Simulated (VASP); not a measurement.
Here is a VASP 6.6.1 calculation.

Contents of INCAR:

```
ALGO = Normal
EDIFF = 1E-7
ENCUT = 520
GGA = PE
ISIF = 2
ISMEAR = -1
LASPH = True
LCHARG = True
LELF = True
LREAL = False
LVHAR = True
LWAVE = False
NBANDS = 35
NELM = 100
PREC = Accurate
SIGMA = 0.05
```

The input KPOINTS:

```
k-points
0
Gamma
  5 5 5
```

File POSCAR:

```
Na6BN
1.0
    0.0000000000      5.0158600000      5.0158600000
    5.0158600000      0.0000000000      5.0158600000
    5.0158600000      5.0158600000      0.0000000000
Na B N
6 1 1
Direct
    0.7376120000      0.2596300000      0.7353630000
    0.2740860000      0.2582920000      0.7358400000
    0.2579160000      0.7482070000      0.2616100000
    0.2651270000      0.7345100000      0.7298460000
    0.7336170000      0.2637540000      0.2723020000
    0.7356640000      0.7406280000      0.2646030000
   -0.0025300000      0.0053270000     -0.0020850000
    0.4977330000      0.4997860000      0.4993520000
```

Potentials or basis: VASP PAW PBE potentials, release 64 (Na_pv, B, N).

The run is started by

```sh
$ cat potpaw_PBE.64/Na_pv/POTCAR potpaw_PBE.64/B/POTCAR potpaw_PBE.64/N/POTCAR > POTCAR
$ mpirun -np 1 vasp_std > vasp.out
```

Q: What does it give for the largest force?

A: 0.196 eV/Å.

Q: Predict the pressure.

A: 0.0 GPa.

Forces on the atoms (eV/Å):
```
Na   0.037 -0.101  0.039
Na   0.023 -0.070 -0.062
Na  -0.055  0.186 -0.027
Na   0.122  0.023 -0.010
Na  -0.105 -0.072  0.041
Na  -0.024 -0.005 -0.147
B   -0.041  0.024  0.013
N    0.043  0.015  0.154
```
